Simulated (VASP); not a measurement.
A VASP calculation is set up with these files.

POSCAR:
```
CaSe
1.0
  0.0000000000   3.0228499375   3.0228499375
  3.0228499375   0.0000000000   3.0228499375
  3.0228499375   3.0228499375   0.0000000000
Ca Se
1 1
Direct
  0.0000000000   0.0000000000   0.0000000000
  0.5000000000   0.5000000000   0.5000000000
```

**INCAR**
```
# general
SYSTEM  = CaSe
PREC    = Accurate
ENCUT   = 520
LREAL   = F
LASPH   = T

# electronic loop
EDIFF   = 1E-6
NELM    = 100
ALGO    = Normal
LMAXMIX = 4

# smearing
ISMEAR  = 0
SIGMA   = 0.05

# functional
GGA     = RP

# ions
IBRION  = 2
NSW     = 60
ISIF    = 3
EDIFFG  = -0.01

# output
LWAVE   = F
LCHARG  = F
```

KPOINTS:
```
kpoints
0
G
7 7 7
```

POTCAR, in this order: Ca_sv Se (PBE.64 set). Program: vasp_std.

Write an equivalent input for Ansatz.

One equivalent input (not run):
Ansatz 0.2 input:
```yaml
crystal:
  lattice:
    - [0.0000000, 3.0228499, 3.0228499]
    - [3.0228499, 0.0000000, 3.0228499]
    - [3.0228499, 3.0228499, 0.0000000]
  atoms:
    - { symbol: Ca, position: [0.0000000, 0.0000000, 0.0000000] }
    - { symbol: Se, position: [0.5000000, 0.5000000, 0.5000000] }
kpoints:
  mp_grid: { grid: [7, 7, 7] }
hamiltonian:
  xc: rpbe
  pseudopotentials: { kind: paw }
scf:
  occupations: { method: gaussian, width: 0.05 }
  max_iter: 100
relax:
  max_steps: 60
  f_tol: 0.01
  cell: {}
output: { forces: true, stress: true, eigenvalues: true }
```
What does not carry over: each code has its own PAW files, so the cut-off isn't converted (ENCUT is set for VASP's; basis.ecutwfc is left out, and Ansatz then takes the one that its files recommend); Ansatz stops its SCF on the density residual and VASP on the energy change (EDIFF).

The compound is CaSe in the rock salt structure. It was relaxed first, which changed the volume by +7 %. The start is the result of an earlier pass.
